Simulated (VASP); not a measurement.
Crystal: SnTe.

```
Sn Te
1.0
     0.00000    3.15085    3.15085
     3.15085    0.00000    3.15085
     3.15085    3.15085    0.00000
Sn Te
1 1
Direct
  0.00000 0.00000 0.00000
  0.50000 0.50000 0.50000
```

- Program: VASP 6.6.1
- Task: relaxation of cell and atoms
- Functional: PBE
- Potentials or basis: VASP PAW PBE potentials, release 64 (Sn_d, Te)
- Cutoff: 520 eV
- k mesh: 4 × 4 × 4
- Occupations: gaussian, width 0.02 eV
- Spin: no spin polarisation

At the start: pressure 1.5 GPa; volume 31.28 Å³/atom.

Q: Where does the relaxation end?

A: Over 4 steps the energy falls by 6.5 meV/atom and the volume is 32.96 Å³/atom (+5.4 %); space group Fm-3m (No. 225, to 0.05 Å).

The path:
| step | energy change (eV) | largest force (eV/Å) | pressure (GPa) | volume (Å³) |
| --- | --- | --- | --- | --- |
| 1 | 0.0000 | 0.0000 | 1.51 | 62.56 |
| 2 | -0.0124 | 0.0000 | 0.30 | 65.27 |
| 3 | -0.0130 | 0.0000 | -0.04 | 65.99 |
| 4 | -0.0130 | 0.0000 | 0.01 | 65.91 |

Final structure:
```
Sn Te
1.0
     0.00000    3.20614    3.20614
     3.20614    0.00000    3.20614
     3.20614    3.20614    0.00000
Sn Te
1 1
Direct
  0.00000 0.00000 0.00000
  0.50000 0.50000 0.50000
```

Caveat: the k mesh is coarse (spacing up to 0.43 Å⁻¹), so the values aren't converged.
